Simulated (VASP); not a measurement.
Level of theory: PBE GGA with D4 dispersion, VASP's PBE PAW potentials (set 64) (plane waves; VASP 6.6.1).

A VASP calculation is set up with these files.

POSCAR:
```
P
1
    1.6408413859    -5.0380362560     0.0000000000
    1.6408413859     5.0380362560     0.0000000000
    0.0000000000     0.0000000000     4.1417056066
P
4
Direct
  0.1062508723   0.8937491277   0.9270105133
  0.3937491277   0.6062508723   0.4270105133
  0.6062508723   0.3937491277   0.5729894867
  0.8937491277   0.1062508723   0.0729894867
```

File KPOINTS:
```
kpoints
0
Gamma
10 10 7
0 0 0
```

**INCAR**
```
# general
SYSTEM = P
PREC   = Accurate
ENCUT  = 520
LREAL  = .False.
LASPH  = .True.

# electronic loop
EDIFF  = 1E-7
NELM   = 100
ALGO   = Normal

# smearing
ISMEAR = 1
SIGMA  = 0.1

# functional
GGA    = PE
IVDW   = 13

# ions
IBRION = 2
NSW    = 30
ISIF   = 4
EDIFFG = -0.01

# output
LWAVE  = .False.
LCHARG = .False.
```

POTCAR, in this order: P (PBE.64 set). Program: vasp_std.

Output of the run:

**OUTCAR**
```
 ion  position               nearest neighbor table
   1  0.106  0.894  0.927-   3 2.20   3 2.20   4 2.22
   2  0.394  0.606  0.427-   4 2.20   4 2.20   3 2.22
   3  0.606  0.394  0.573-   1 2.20   1 2.20   2 2.22
   4  0.894  0.106  0.073-   2 2.20   2 2.20   1 2.22
  LATTYP: Found a base centered orthorhombic cell.
 ALAT       =     3.2816827718
 B/A-ratio  =     3.0703980892
 C/A-ratio  =     1.2620676326
 Subroutine PRICEL returns:
 Original cell was already a primitive cell.
 Subroutine GETGRP returns: Found  8 space group operations
The static configuration has the point symmetry C_2h.
 The point group associated with its full space group is D_2h.
The dynamic configuration has the point symmetry C_2h.
 Subroutine INISYM returns: Found  8 space group operations
 Subroutine IBZKPT returns following result:
 Found    124 irreducible k-points:

 Following reciprocal coordinates:
            Coordinates               Weight
  0.000000  0.000000  0.000000      1.000000
  0.100000  0.000000  0.000000      4.000000
  0.200000  0.000000  0.000000      4.000000
  0.300000 -0.000000  0.000000      4.000000
...
```

### OSZICAR
```
       N       E                     dE             d eps       ncg     rms          rms(c)
DAV:   1     0.639766900440E+02    0.63977E+02   -0.86924E+03  3472   0.123E+03
DAV:   2    -0.172216155202E+02   -0.81198E+02   -0.78886E+02  4514   0.179E+02
DAV:   3    -0.214143183529E+02   -0.41927E+01   -0.41302E+01  4724   0.423E+01
DAV:   4    -0.214684996835E+02   -0.54181E-01   -0.54122E-01  4360   0.565E+00
DAV:   5    -0.214695160867E+02   -0.10164E-02   -0.10161E-02  4848   0.704E-01    0.109E+01
DAV:   6    -0.213548005108E+02    0.11472E+00   -0.81407E-02  4228   0.179E+00    0.644E+00
DAV:   7    -0.213101824008E+02    0.44618E-01   -0.12556E-01  4606   0.228E+00    0.368E-01
DAV:   8    -0.213096308592E+02    0.55154E-03   -0.13098E-02  4060   0.809E-01    0.176E-01
DAV:   9    -0.213096663933E+02   -0.35534E-04   -0.68846E-04  4768   0.184E-01    0.795E-02
DAV:  10    -0.213096680924E+02   -0.16991E-05   -0.75216E-05  4126   0.553E-02    0.338E-02
DAV:  11    -0.213096757731E+02   -0.76808E-05   -0.11938E-05  4570   0.295E-02    0.917E-03
DAV:  12    -0.213096763127E+02   -0.53958E-06   -0.66575E-07  4466   0.618E-03    0.347E-03
DAV:  13    -0.213096762690E+02    0.43717E-07   -0.18726E-07  3110   0.324E-03
   1 F= -.23030271E+02 E0= -.23030234E+02  d E =-.230303E+02
       N       E                     dE             d eps       ncg     rms          rms(c)
DAV:   1    -0.213159349226E+02   -0.62586E-02   -0.45443E-01  3484   0.394E+00    0.386E-01
DAV:   2    -0.213185834319E+02   -0.26485E-02   -0.29034E-02  4738   0.118E+00    0.168E-01
DAV:   3    -0.213184097707E+02    0.17366E-03   -0.40183E-04  4330   0.164E-01    0.126E-01
DAV:   4    -0.213183486309E+02    0.61140E-04   -0.43704E-04  4486   0.129E-01    0.211E-02
DAV:   5    -0.213183493402E+02   -0.70931E-06   -0.90984E-05  4054   0.653E-02    0.276E-02
DAV:   6    -0.213183491523E+02    0.18785E-06   -0.31798E-06  4642   0.130E-02    0.121E-02
DAV:   7    -0.213183491474E+02    0.49577E-08   -0.47432E-07  4030   0.460E-03
   2 F= -.23039437E+02 E0= -.23039393E+02  d E =-.916606E-02
       N       E                     dE             d eps       ncg     rms          rms(c)
DAV:   1    -0.213186921728E+02   -0.34302E-03   -0.10633E-01  3484   0.190E+00    0.193E-01
DAV:   2    -0.213193126587E+02   -0.62049E-03   -0.68330E-03  4744   0.569E-01    0.775E-02
DAV:   3    -0.213192707042E+02    0.41955E-04   -0.95772E-05  4338   0.798E-02    0.567E-02
DAV:   4    -0.213192562671E+02    0.14437E-04   -0.94772E-05  4498   0.605E-02    0.104E-02
DAV:   5    -0.213192565306E+02   -0.26350E-06   -0.20661E-05  4030   0.309E-02    0.128E-02
DAV:   6    -0.213192563025E+02    0.22816E-06   -0.70273E-07  4552   0.630E-03    0.579E-03
DAV:   7    -0.213192563214E+02   -0.18963E-07   -0.98678E-08  2408   0.224E-03
   3 F= -.23040562E+02 E0= -.23040533E+02  d E =-.102916E-01
       N       E                     dE             d eps       ncg     rms          rms(c)
DAV:   1    -0.213210447060E+02   -0.17884E-02   -0.73617E-02  3676   0.156E+00    0.172E-01
DAV:   2    -0.213206751980E+02    0.36951E-03   -0.35326E-03  4632   0.418E-01    0.798E-02
DAV:   3    -0.213205064216E+02    0.16878E-03   -0.58790E-04  4406   0.149E-01    0.361E-02
DAV:   4    -0.213205074719E+02   -0.10504E-05   -0.88515E-05  4564   0.603E-02    0.153E-02
DAV:   5    -0.213205076710E+02   -0.19907E-06   -0.31326E-06  4200   0.132E-02    0.433E-03
DAV:   6    -0.213205076805E+02   -0.94353E-08   -0.52615E-07  4336   0.473E-03
   4 F= -.23042177E+02 E0= -.23042134E+02  d E =-.161478E-02
       N       E                     dE             d eps       ncg     rms          rms(c)
DAV:   1    -0.213206235144E+02   -0.11584E-03   -0.15699E-02  3682   0.721E-01    0.788E-02
DAV:   2    -0.213205444872E+02    0.79027E-04   -0.75272E-04  4644   0.193E-01    0.369E-02
DAV:   3    -0.213205086422E+02    0.35845E-04   -0.12410E-04  4434   0.685E-02    0.169E-02
DAV:   4    -0.213205088685E+02   -0.22632E-06   -0.18914E-05  4588   0.278E-02    0.698E-03
DAV:   5    -0.213205089085E+02   -0.40001E-07   -0.67055E-07  4126   0.614E-03
   5 F= -.23042342E+02 E0= -.23042296E+02  d E =-.178024E-02
       N       E                     dE             d eps       ncg     rms          rms(c)
DAV:   1    -0.213207246036E+02   -0.21574E-03   -0.32605E-02  3814   0.107E+00    0.149E-01
DAV:   2    -0.213208087204E+02   -0.84117E-04   -0.20129E-03  4612   0.326E-01    0.415E-02
DAV:   3    -0.213207525000E+02    0.56220E-04   -0.87158E-05  4288   0.689E-02    0.228E-02
DAV:   4    -0.213207411740E+02    0.11326E-04   -0.60624E-05  4438   0.496E-02    0.584E-03
DAV:   5    -0.213207417194E+02   -0.54541E-06   -0.92112E-06  4192   0.210E-02    0.770E-03
DAV:   6    -0.213207416549E+02    0.64556E-07   -0.35386E-07  4212   0.479E-03
   6 F= -.23042569E+02 E0= -.23042519E+02  d E =-.226647E-03
       N       E                     dE             d eps       ncg     rms          rms(c)
DAV:   1    -0.213207480233E+02   -0.63039E-05   -0.83023E-04  3784   0.170E-01    0.218E-02
DAV:   2    -0.213207502121E+02   -0.21888E-05   -0.51697E-05  4618   0.524E-02    0.702E-03
DAV:   3    -0.213207488121E+02    0.14000E-05   -0.21785E-06  4268   0.109E-02    0.408E-03
DAV:   4    -0.213207485047E+02    0.30745E-06   -0.16363E-06  4420   0.820E-03    0.949E-04
DAV:   5    -0.213207485133E+02   -0.86627E-08   -0.25404E-07  3178   0.351E-03
   7 F= -.23042577E+02 E0= -.23042527E+02  d E =-.234227E-03
       N       E                     dE             d eps       ncg     rms          rms(c)
DAV:   1    -0.213209898529E+02   -0.24135E-03   -0.13723E-02  3526   0.656E-01    0.563E-02
DAV:   2    -0.213209426120E+02    0.47241E-04   -0.58568E-04  4576   0.176E-01    0.327E-02
DAV:   3    -0.213208997150E+02    0.42897E-04   -0.11009E-04  4266   0.630E-02    0.721E-03
DAV:   4    -0.213209000218E+02   -0.30682E-06   -0.10975E-05  4210   0.236E-02    0.500E-03
DAV:   5    -0.213209001043E+02   -0.82460E-07   -0.91004E-07  4530   0.615E-03
   8 F= -.23042761E+02 E0= -.23042711E+02  d E =-.184218E-03
       N       E                     dE             d eps       ncg     rms          rms(c)
DAV:   1    -0.213210202929E+02   -0.12027E-03   -0.97359E-03  3538   0.552E-01    0.475E-02
DAV:   2    -0.213209867456E+02    0.33547E-04   -0.41659E-04  4582   0.148E-01    0.276E-02
DAV:   3    -0.213209563682E+02    0.30377E-04   -0.78170E-05  4254   0.531E-02    0.620E-03
DAV:   4    -0.213209565902E+02   -0.22207E-06   -0.78187E-06  4222   0.199E-02    0.426E-03
DAV:   5    -0.213209566521E+02   -0.61917E-07   -0.65794E-07  4438   0.524E-03
   9 F= -.23042855E+02 E0= -.23042804E+02  d E =-.278641E-03
```

### OUTCAR
```
------------------------ aborting loop because EDIFF is reached ----------------------------------------
  Edisp (eV):   -1.72190
  FORCE on cell =-STRESS in cart. coord.  units (eV):
  Direction    XX          YY          ZZ          XY          YZ          ZX
  --------------------------------------------------------------------------------------
  Total       0.41423     0.45220     0.40579     0.00000    -0.00000     0.00000
  in kB       9.69207    10.58053     9.49452     0.00000    -0.00000     0.00000
  external pressure =        9.92 kB  Pullay stress =        0.00 kB
  volume of cell :       68.48
      direct lattice vectors                 reciprocal lattice vectors
     1.660890372 -5.038379346 -0.000000000     0.301043349 -0.099238260 -0.000000000
     1.660890372  5.038379346  0.000000000     0.301043349  0.099238260  0.000000000
     0.000000000 -0.000000000  4.091431509     0.000000000 -0.000000000  0.244413232
 POSITION                                       TOTAL-FORCE (eV/Angst)
 -----------------------------------------------------------------------------------
      1.66089      3.95328      3.80708         0.000000      0.003520     -0.002858
      1.66089      1.08510      1.76136         0.000000     -0.003520     -0.002858
      1.66089     -1.08510      2.33007         0.000000      0.003520      0.002858
      1.66089     -3.95328      0.28435         0.000000     -0.003520      0.002858
 -----------------------------------------------------------------------------------
    total drift:                                0.000000      0.000000      0.000000
  FREE ENERGIE OF THE ION-ELECTRON SYSTEM (eV)
  ---------------------------------------------------
  free  energy   TOTEN  =       -23.0428552128 eV

  energy  without entropy=      -23.0427008132  energy(sigma->0) =      -23.04280375

 reached required accuracy - stopping structural energy minimisation
```
(Selected blocks of OUTCAR.)

CONTCAR:
```
P
   1.00000000000000
     1.6608903716418570   -5.0383793457143451   -0.0000000000000000
     1.6608903716418570    5.0383793457143451    0.0000000000000000
     0.0000000000000000   -0.0000000000000000    4.0914315094177187
  P
     4
Direct
     0.1076838516418927    0.8923161483581074    0.9305008231056255
     0.3923161483581073    0.6076838516418926    0.4305008231056253
     0.6076838516418926    0.3923161483581073    0.5694991768943745
     0.8923161483581074    0.1076838516418927    0.0694991768943746
```

The compound is P in the black structure. This cell is one point of a volume scan, at 0.97 of the reference volume. Symmetry was kept, so distortions that lower it aren't found.
